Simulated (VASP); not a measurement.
Elastic constants (GPa) of a crystal from LDA (Ceperley-Alder, Perdew-Zunger), VASP's LDA PAW potentials (set 64) (VASP 6.6.1):

|  | xx | yy | zz | yz | xz | xy |
|---|---|---|---|---|---|---|
| xx | 100.9 | 56.5 | 56.5 | 0.0 | 0.0 | 0.0 |
| yy | 56.5 | 100.9 | 56.5 | 0.0 | 0.0 | 0.0 |
| zz | 56.5 | 56.5 | 100.9 | 0.0 | 0.0 | 0.0 |
| yz | 0.0 | 0.0 | 0.0 | 4.3 | 0.0 | 0.0 |
| xz | 0.0 | 0.0 | 0.0 | 0.0 | 4.3 | 0.0 |
| xy | 0.0 | 0.0 | 0.0 | 0.0 | 0.0 | 4.3 |

Problem. Work out the Voigt, Reuss and Hill moduli, Young's modulus and Poisson's ratio.

Solution. All eigenvalues are positive (smallest 4.3 GPa), so the crystal is stable. K_V = (C11+C22+C33+2(C12+C13+C23))/9 = (302.7 + 2×169.5)/9 = 71.3 GPa; G_V = (302.7 − 169.5 + 3×12.9)/15 = 11.5 GPa. From the compliances, K_R = 71.3 GPa and G_R = 6.3 GPa. Hill: K = 71.3 GPa, G = 8.9 GPa, E = 9KG/(3K+G) = 25.6 GPa, ν = (3K−2G)/(2(3K+G)) = 0.440. K/G = 8.01, above Pugh's 1.75; universal anisotropy A^U = 4.03.

Problem. With a density of 6.22 g/cm³, what are the mean sound speeds?

Solution. v_l = √((K+4G/3)/ρ) = 3.66 km/s and v_t = √(G/ρ) = 1.20 km/s. The crystal is AgCl (rock salt), cubic.

The compound is AgCl in the rock salt structure. It was relaxed first, which changed the volume by -10 %.
